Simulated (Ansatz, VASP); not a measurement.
# TaAu (Ta-Au-Au-Ta stack, (111) layers): VASP beside Ansatz, part 3 of 3

Aim: how closely do two programs agree when they are given the same cell, functional and k mesh? The cell is taken from a series of runs on this material, whose earlier steps may have relaxed, scaled, displaced or heated it; both programs get it as it stands.

VASP 6.6.1 and Ansatz 0.2.0.

So far: Set-up; Ansatz: zone-centre phonons, LDA; VASP: zone-centre phonons, LDA.

## (3) VASP: zone-centre phonons, LDA (continued)

Level of this step: LDA; plane waves and PAW (Ta_pv, Au) (VASP).

Numbers of over 12 decimals in the logs are rounded to 6 here.

From OUTCAR (step 3):

```text
ion  position               nearest neighbor table
   1  0.000  0.000  0.145-   3 2.82   3 2.82   3 2.82
   2  0.000  0.000  0.331-   4 2.82   4 2.82   4 2.82
   3  0.333  0.667  0.206-   1 2.82   1 2.82   1 2.82   4 2.95   4 2.95   4 2.95
   4  0.667  0.333  0.271-   2 2.82   2 2.82   2 2.82   3 2.95   3 2.95   3 2.95

  LATTYP: Found a hexagonal cell.
 ALAT       =     2.8170716380
 C/A-ratio  =    13.4655917509

 Subroutine GETGRP returns: Found 12 space group operations
 (whereof  6 operations were pure point group operations)

The static configuration has the point symmetry C_3v.
 The point group associated with its full space group is D_3d.

 Found     12 irreducible k-points:

   k-points           NKPTS =     12   k-points in BZ     NKDIM =     12   number of bands    NBANDS=     28

   dimension x,y,z NGX =    24 NGY =   24 NGZ =  280
   dimension x,y,z NGXF=    48 NGYF=   48 NGZF=  560

   ENCUT  =  500.0 eV  36.75 Ry    6.06 a.u.   5.14  5.14 69.16*2*pi/ulx,y,z

   NELECT =      44.0000    total number of electrons

 k-points in reciprocal lattice and weights: Automatic mesh
   0.00000000  0.00000000  0.00000000       0.012
   0.11111111 -0.00000000  0.00000000       0.074
   0.22222222 -0.00000000  0.00000000       0.074
   0.33333333 -0.00000000  0.00000000       0.074
   0.44444444 -0.00000000  0.00000000       0.074
   0.11111111  0.11111111  0.00000000       0.074
   0.22222222  0.11111111  0.00000000       0.148
   0.33333333  0.11111111  0.00000000       0.148
   0.44444444  0.11111111  0.00000000       0.074
   0.22222222  0.22222222  0.00000000       0.074
   0.33333333  0.22222222  0.00000000       0.148
   0.33333333  0.33333333  0.00000000       0.025

 average (electrostatic) potential at core
       1 -44.9800       2 -44.9800       3 -76.4359       4 -76.4359

  Total       -0.5707443     -0.5707443      1.0338309      0.0000000      0.0000000     -0.0000000
  in kB       -3.5075382     -3.5075382      6.3534604      0.0000000      0.0000000     -0.0000000
  external PRESSURE =      -0.2205386 kB  Pullay stress =       0.0000000 kB

  energy-cutoff  :      500.00
  volume of cell :      260.71
      direct lattice vectors                 reciprocal lattice vectors
     2.817071638  0.000000000  0.000000000     0.354978548  0.204946960  0.000000000
    -1.408535819  2.439655603  0.000000000     0.000000000  0.409893921  0.000000000
     0.000000000  0.000000000 37.933536610     0.000000000  0.000000000  0.026361897

 POSITION                                       TOTAL-FORCE (eV/Angst)
 -----------------------------------------------------------------------------------
      0.00000      0.00000      5.49866         0.000000     -0.000000     -0.186014
      0.00000      0.00000     12.56811        -0.000000      0.000000      0.186014
     -0.00000      1.62644      7.80548        -0.000000      0.000000      0.099128
      1.40854      0.81322     10.26129         0.000000     -0.000000     -0.099128
 -----------------------------------------------------------------------------------
    total drift:                                0.000000      0.000000     -0.000019

 Eigenvectors and eigenvalues of the dynamical matrix
 ----------------------------------------------------

   1 f  =    4.572501 THz    28.729869 2PiTHz  152.522205 cm-1    18.910335 meV
             X         Y         Z           dx          dy          dz
      0.000000  0.000000  5.498655    -0.000000   -0.000000    0.392989
      0.000000  0.000000 12.568115    -0.000000   -0.000000   -0.392989
     -0.000000  1.626437  7.805476    -0.000000   -0.000000   -0.587843
      1.408536  0.813219 10.261294     0.000000    0.000000    0.587843

   2 f  =    4.061453 THz    25.518861 2PiTHz  135.475485 cm-1    16.796812 meV
             X         Y         Z           dx          dy          dz
      0.000000  0.000000  5.498655    -0.000000   -0.000000    0.510679
      0.000000  0.000000 12.568115    -0.000000   -0.000000    0.510679
     -0.000000  1.626437  7.805476    -0.000000   -0.000000   -0.489088
      1.408536  0.813219 10.261294     0.000000    0.000000   -0.489088

   3 f  =    2.192904 THz    13.778422 2PiTHz   73.147401 cm-1     9.069118 meV
             X         Y         Z           dx          dy          dz
      0.000000  0.000000  5.498655    -0.000010   -0.511345    0.000000
      0.000000  0.000000 12.568115    -0.000010   -0.511345   -0.000000
     -0.000000  1.626437  7.805476     0.000009    0.488391    0.000000
      1.408536  0.813219 10.261294     0.000009    0.488391   -0.000000

   4 f  =    2.192904 THz    13.778422 2PiTHz   73.147401 cm-1     9.069118 meV
             X         Y         Z           dx          dy          dz
      0.000000  0.000000  5.498655    -0.511345    0.000010    0.000000
      0.000000  0.000000 12.568115    -0.511345    0.000010   -0.000000
     -0.000000  1.626437  7.805476     0.488391   -0.000009    0.000000
      1.408536  0.813219 10.261294     0.488391   -0.000009   -0.000000

   5 f  =    2.123989 THz    13.345415 2PiTHz   70.848637 cm-1     8.784107 meV
             X         Y         Z           dx          dy          dz
      0.000000  0.000000  5.498655    -0.000005   -0.496714   -0.000000
      0.000000  0.000000 12.568115     0.000005    0.496714    0.000000
     -0.000000  1.626437  7.805476     0.000006    0.503264   -0.000000
      1.408536  0.813219 10.261294    -0.000006   -0.503264    0.000000

   6 f  =    2.123989 THz    13.345415 2PiTHz   70.848637 cm-1     8.784107 meV
             X         Y         Z           dx          dy          dz
      0.000000  0.000000  5.498655     0.496714   -0.000005    0.000000
      0.000000  0.000000 12.568115    -0.496714    0.000005   -0.000000
     -0.000000  1.626437  7.805476    -0.503264    0.000006    0.000000
      1.408536  0.813219 10.261294     0.503264   -0.000006   -0.000000

   7 f  =    1.985035 THz    12.472345 2PiTHz   66.213655 cm-1     8.209443 meV
             X         Y         Z           dx          dy          dz
      0.000000  0.000000  5.498655     0.000000   -0.000000   -0.587843
      0.000000  0.000000 12.568115    -0.000000   -0.000000    0.587843
     -0.000000  1.626437  7.805476    -0.000000    0.000000   -0.392989
      1.408536  0.813219 10.261294     0.000000    0.000000    0.392989

   8 f  =    0.646008 THz     4.058988 2PiTHz   21.548507 cm-1     2.671673 meV
             X         Y         Z           dx          dy          dz
      0.000000  0.000000  5.498655    -0.000138   -0.503264   -0.000000
      0.000000  0.000000 12.568115     0.000138    0.503264   -0.000000
     -0.000000  1.626437  7.805476    -0.000136   -0.496714   -0.000000
      1.408536  0.813219 10.261294     0.000136    0.496714   -0.000000

   9 f  =    0.646008 THz     4.058988 2PiTHz   21.548507 cm-1     2.671673 meV
             X         Y         Z           dx          dy          dz
      0.000000  0.000000  5.498655    -0.503264    0.000138    0.000000
      0.000000  0.000000 12.568115     0.503264   -0.000138    0.000000
     -0.000000  1.626437  7.805476    -0.496714    0.000136    0.000000
      1.408536  0.813219 10.261294     0.496714   -0.000136    0.000000

  10 f/i=    0.001597 THz     0.010035 2PiTHz    0.053272 cm-1     0.006605 meV
             X         Y         Z           dx          dy          dz
      0.000000  0.000000  5.498655     0.000000   -0.000000    0.489088
      0.000000  0.000000 12.568115     0.000000   -0.000000    0.489088
     -0.000000  1.626437  7.805476     0.000000   -0.000000    0.510679
      1.408536  0.813219 10.261294     0.000000   -0.000000    0.510679

  11 f/i=    0.003853 THz     0.024211 2PiTHz    0.128532 cm-1     0.015936 meV
             X         Y         Z           dx          dy          dz
      0.000000  0.000000  5.498655    -0.346463    0.344223    0.000000
      0.000000  0.000000 12.568115    -0.346463    0.344223    0.000000
     -0.000000  1.626437  7.805476    -0.362746    0.360401    0.000000
      1.408536  0.813219 10.261294    -0.362746    0.360401    0.000000

  12 f/i=    0.003853 THz     0.024211 2PiTHz    0.128532 cm-1     0.015936 meV
             X         Y         Z           dx          dy          dz
      0.000000  0.000000  5.498655    -0.344223   -0.346463   -0.000000
      0.000000  0.000000 12.568115    -0.344223   -0.346463   -0.000000
     -0.000000  1.626437  7.805476    -0.360401   -0.362746   -0.000000
      1.408536  0.813219 10.261294    -0.360401   -0.362746   -0.000000

 ELASTIC MODULI CONTR FROM IONIC RELAXATION (kBar)
 Direction    XX          YY          ZZ          XY          YZ          ZX
 --------------------------------------------------------------------------------
 XX        -208.3679   -169.3535   -337.5861      0.0000     42.5627     -0.0000
 YY        -169.3535   -208.3679   -337.5861     -0.0000    -42.5627      0.0000
 ZZ        -337.5861   -337.5861   -603.4454      0.0000      0.0000     -0.0000
 XY           0.0000     -0.0000      0.0000    -19.5072     -0.0000     36.7098
 YZ          42.5627    -42.5627      0.0000     -0.0000   -186.3002      0.0000
 ZX          -0.0000      0.0000     -0.0000     36.7098      0.0000    -69.1604
 --------------------------------------------------------------------------------
```

## (4) Comparison

Known differences besides the potentials themselves: Ansatz cuts the interaction across the vacuum, VASP repeats the sheet without a dipole correction; VASP's run holds the zone centre alone; the data sets hold 64 valence electrons in Ansatz (on its PAW soft_1 files) and 44 in VASP; the cutoff is 420 eV in Ansatz and 500 eV in VASP; VASP's log shows a relativistic correction to its local exchange, Ansatz's none. Total energies have different zeros and are not compared.

Both answers:

```csv
quantity,Ansatz,VASP,difference
optical mode 1 to 2 (cm⁻¹),21.1,21.5,-0.4
optical mode 3 (cm⁻¹),65.8,66.2,-0.70 %
optical mode 4 to 5 (cm⁻¹),70.6,70.8,-0.32 %
optical mode 6 to 7 (cm⁻¹),73.0,73.1,-0.27 %
optical mode 8 (cm⁻¹),134.2,135.5,-0.90 %
optical mode 9 (cm⁻¹),151.4,152.5,-0.74 %
```

Modes are paired by rising frequency, not by their patterns, so a pair may set unlike modes beside each other; they are those without the splitting of longitudinal modes. Where the cell holds vacuum, a pressure given here is an average over it and none of the material.

## (5) Results

| Item | Value |
| --- | --- |
| r.m.s. difference of the optical zone-centre modes, each program's sorted by frequency (zone-centre phonons, LDA) | 0.62 cm⁻¹ |
| difference in optical mode 8 (zone-centre phonons, LDA) | -0.9 % |

**Reading.** The r.m.s. difference of the optical zone-centre modes, each program's sorted by frequency is 0.62 cm⁻¹ (zone-centre phonons, LDA). The data sets hold unlike numbers of valence electrons (64 in Ansatz and 44 in VASP), so part of the differences may come from the potentials. Among the rows given in per cent, the largest difference of the zone-centre phonons, LDA pair is in optical mode 8, -0.9 %. How closely two codes agree says nothing of how well the functional describes the real material.

[Lines on the potential files, build, host, timing and source positions are cut from VASP's logs without a mark.]

[Logs are printed without paths, hosts, clocks, repeated set-up lines and the standing remarks that a program may print on its own settings, such as how far it seeks lower states.]

[Hosts, paths, dates, database ids (printed as entryN), source tags and the programs' standing remarks are cut or masked in the printed files.]
